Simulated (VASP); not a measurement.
Calculation: TPSS meta-GGA, VASP's PBE PAW potentials (set 64) (plane waves; VASP).

Input for VASP

### INCAR
```
! general
SYSTEM =BaTiO3
PREC   =Accurate
ENCUT  =520
LREAL  =.FALSE.
LASPH  =.TRUE.

! electronic loop
EDIFF  =1E-7
NELM   =100
ALGO   =Normal
LMAXMIX=4
LMIXTAU=.TRUE.

! smearing
ISMEAR =-5

! functional
METAGGA=TPSS

! ions
ISIF   =2

! output
LWAVE  =.FALSE.
LCHARG =.FALSE.
LORBIT =11
NEDOS  =601

! other
LEFG   =.TRUE.
```

### POSCAR
```
BaTiO3
1
    4.0155459338     0.0000000000     0.0000000000
    0.0000000000     4.0155459338     0.0000000000
    0.0000000000     0.0000000000     4.0155459338
Ba Ti O
1 1 3
Direct
  0.0000000000   0.0000000000   0.0000000000
  0.5000000000   0.5000000000   0.5000000000
  0.5000000000   0.0000000000   0.5000000000
  0.0000000000   0.5000000000   0.5000000000
  0.5000000000   0.5000000000   0.0000000000
```

KPOINTS_OPT:
```
k-points along high-symmetry lines
10
Line-mode
Reciprocal
  0.000000   0.000000   0.000000 ! GAMMA
  0.000000   0.500000   0.000000 ! X

  0.000000   0.500000   0.000000 ! X
  0.500000   0.500000   0.000000 ! M

  0.500000   0.500000   0.000000 ! M
  0.000000   0.000000   0.000000 ! GAMMA

  0.000000   0.000000   0.000000 ! GAMMA
  0.500000   0.500000   0.500000 ! R

  0.500000   0.500000   0.500000 ! R
  0.000000   0.500000   0.000000 ! X

  0.500000   0.500000   0.500000 ! R
  0.500000   0.500000   0.000000 ! M
```

File KPOINTS:
```
kpoints
0
gamma
6 6 6
0 0 0
```

POTCAR, in this order: Ba_sv Ti_sv O (PBE.64 set). Program: vasp_std.

Output of the run:

**OSZICAR**
```
       N       E                     dE             d eps       ncg     rms          rms(c)
DAV:   1     0.516028288462E+03    0.51603E+03   -0.22233E+04  1056   0.203E+03
DAV:   2     0.467416747999E+02   -0.46929E+03   -0.46112E+03  1176   0.620E+02
DAV:   3    -0.364138068462E+02   -0.83155E+02   -0.81129E+02  1768   0.239E+02
DAV:   4    -0.431618344468E+02   -0.67480E+01   -0.67304E+01  1552   0.682E+01
DAV:   5    -0.435120263543E+02   -0.35019E+00   -0.35011E+00  1584   0.128E+01    0.222E+01
DAV:   6    -0.659670917551E+02   -0.22455E+02   -0.23112E+02   960   0.155E+02    0.180E+01
DAV:   7    -0.627011764099E+02    0.32659E+01   -0.80444E+00  1512   0.315E+01    0.123E+01
DAV:   8    -0.613697870757E+02    0.13314E+01   -0.28442E+01  1280   0.331E+01    0.598E+00
DAV:   9    -0.617466120559E+02   -0.37682E+00   -0.33076E+00  1160   0.157E+01    0.282E+00
DAV:  10    -0.618789495682E+02   -0.13234E+00   -0.65036E-01  1312   0.631E+00    0.299E+00
DAV:  11    -0.617774310107E+02    0.10152E+00   -0.13990E+00  1256   0.830E+00    0.959E-01
DAV:  12    -0.617718415196E+02    0.55895E-02   -0.97155E-02  1256   0.234E+00    0.299E-01
DAV:  13    -0.617693468488E+02    0.24947E-02   -0.39411E-03  1128   0.627E-01    0.240E-01
DAV:  14    -0.617719781091E+02   -0.26313E-02   -0.10818E-02  1200   0.815E-01    0.157E-01
DAV:  15    -0.617719371905E+02    0.40919E-04   -0.35895E-03  1376   0.407E-01    0.107E-01
DAV:  16    -0.617719095511E+02    0.27639E-04   -0.27902E-04  1320   0.152E-01    0.559E-02
DAV:  17    -0.617719090611E+02    0.49006E-06   -0.98904E-05  1240   0.797E-02    0.747E-03
DAV:  18    -0.617719094725E+02   -0.41141E-06   -0.23978E-05  1296   0.483E-02    0.810E-03
DAV:  19    -0.617719161774E+02   -0.67049E-05   -0.49550E-06  1240   0.223E-02    0.117E-02
DAV:  20    -0.617719171842E+02   -0.10068E-05   -0.42215E-06  1360   0.197E-02    0.322E-03
DAV:  21    -0.617719176762E+02   -0.49206E-06   -0.48632E-07  1072   0.448E-03    0.712E-04
DAV:  22    -0.617719177619E+02   -0.85643E-07   -0.75171E-08   560   0.214E-03
   1 F= -.61771918E+02 E0= -.61771918E+02  d E =0.000000E+00
       N       E                     dE             ncg
       N       E                     dE             ncg
       N       E                     dE             ncg
```

**OUTCAR**
```
------------------------ aborting loop because EDIFF is reached ----------------------------------------
  FORCE on cell =-STRESS in cart. coord.  units (eV):
  Direction    XX          YY          ZZ          XY          YZ          ZX
  --------------------------------------------------------------------------------------
  Total        0.0137710      0.0137710      0.0137710     -0.0000000     -0.0000000      0.0000000
  in kB        0.3407544      0.3407544      0.3407544     -0.0000000     -0.0000000      0.0000000
  external PRESSURE =       0.3407544 kB  Pullay stress =       0.0000000 kB
  volume of cell :       64.75
      direct lattice vectors                 reciprocal lattice vectors
     4.015545934  0.000000000  0.000000000     0.249032141  0.000000000  0.000000000
     0.000000000  4.015545934  0.000000000     0.000000000  0.249032141  0.000000000
     0.000000000  0.000000000  4.015545934     0.000000000  0.000000000  0.249032141
 POSITION                                       TOTAL-FORCE (eV/Angst)
 -----------------------------------------------------------------------------------
      0.00000      0.00000      0.00000         0.000000      0.000000      0.000000
      2.00777      2.00777      2.00777         0.000000      0.000000      0.000000
      2.00777      0.00000      2.00777         0.000000      0.000000      0.000000
      0.00000      2.00777      2.00777         0.000000      0.000000      0.000000
      2.00777      2.00777      0.00000         0.000000      0.000000      0.000000
 -----------------------------------------------------------------------------------
    total drift:                                0.000000      0.000000     -0.000000
  FREE ENERGIE OF THE ION-ELECTRON SYSTEM (eV)
  ---------------------------------------------------
  free  energy   TOTEN  =       -61.7719177619 eV

  energy  without entropy=      -61.7719177619  energy(sigma->0) =      -61.77191776

 total charge

# of ion       s       p       d       tot
------------------------------------------
    1        2.001   5.648   0.318   7.967
    2        2.195   6.258   1.660  10.114
    3        1.546   3.452   0.000   4.998
    4        1.546   3.452   0.000   4.998
    5        1.546   3.452   0.000   4.998
--------------------------------------------------
tot          8.833  22.264   1.979  33.075

 Electric field gradients after diagonalization (V/A^2)
 (convention: |V_zz| > |V_xx| > |V_yy|)
----------------------------------------------------------------------
 ion       V_xx      V_yy      V_zz     asymmetry (V_yy - V_xx)/ V_zz
----------------------------------------------------------------------
   1      -0.000     0.000     0.000       0.473
   2      -0.000    -0.000     0.000       0.361
   3     -11.136   -11.136    22.273       0.000
   4     -11.136   -11.136    22.273       0.000
   5     -11.136   -11.136    22.273       0.000
```
(Selected blocks of OUTCAR.)

The compound is BaTiO3 in the cubic perovskite structure, the ideal cubic form; the compound distorts at low or room temperature. It was relaxed first.
